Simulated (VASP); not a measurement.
Computed with LDA (Ceperley-Alder, Perdew-Zunger), VASP's LDA PAW potentials (set 64) (plane waves; VASP).

The input files of a VASP run:

### INCAR
```
! general
SYSTEM =Mo3Si
PREC   =Accurate
ENCUT  =300
LREAL  =.False.
LASPH  =.True.

! electronic loop
EDIFF  =1E-6
NELM   =100
ALGO   =Normal
LMAXMIX=4

! smearing
ISMEAR =1
SIGMA  =0.1

! ions
IBRION =2
NSW    =50
ISIF   =3
EDIFFG =-0.01

! output
LWAVE  =.False.
LCHARG =.False.
```

KPOINTS:
```
Automatic mesh
0
Gamma
5 5 5
0 0 0
```

**POSCAR**
```
Mo3Si
1
    4.8900000000     0.0000000000     0.0000000000
    0.0000000000     4.8900000000     0.0000000000
    0.0000000000     0.0000000000     4.8900000000
Si Mo
2 6
Direct
  0.5028680000   0.4917910000   0.5000340000
 -0.0034400000   0.0078110000  -0.0016140000
  0.2515300000  -0.0040020000   0.4889750000
  0.4988650000   0.2587100000   0.0061430000
  0.4993460000   0.7497700000  -0.0051770000
  0.7353170000  -0.0014300000   0.5017620000
  0.0030430000   0.4963350000   0.7596300000
  0.0124720000   0.5010140000   0.2502460000
```

POTCAR, in this order: Si Mo_sv (LDA.64 set). Program: vasp_std.

Problem. What will the output report for the number of irreducible k-points (NKPTS), largest plane-wave count, number of space-group operations, FFT grid (NGX, NGY, NGZ)?

Solution. 
```json
{
 "number of irreducible k-points (NKPTS)": "63",
 "largest_plane_wave_count": "1390",
 "number_of_space_group_operations": "1",
 "FFT grid (NGX, NGY, NGZ)": "28 × 28 × 28"
}
```

The structure is a typed Mo3Si crystal. In the starting cell atoms are displaced from their ideal sites. This run relaxes it. The run is one of a series of settings (EDIFFG = -0.01, GGA removed, IBRION = 2, ISIF = 3, NSW = 50, POTCAR Si Mo_sv (LDA.64 set) against the base run), some of them coarse on purpose.
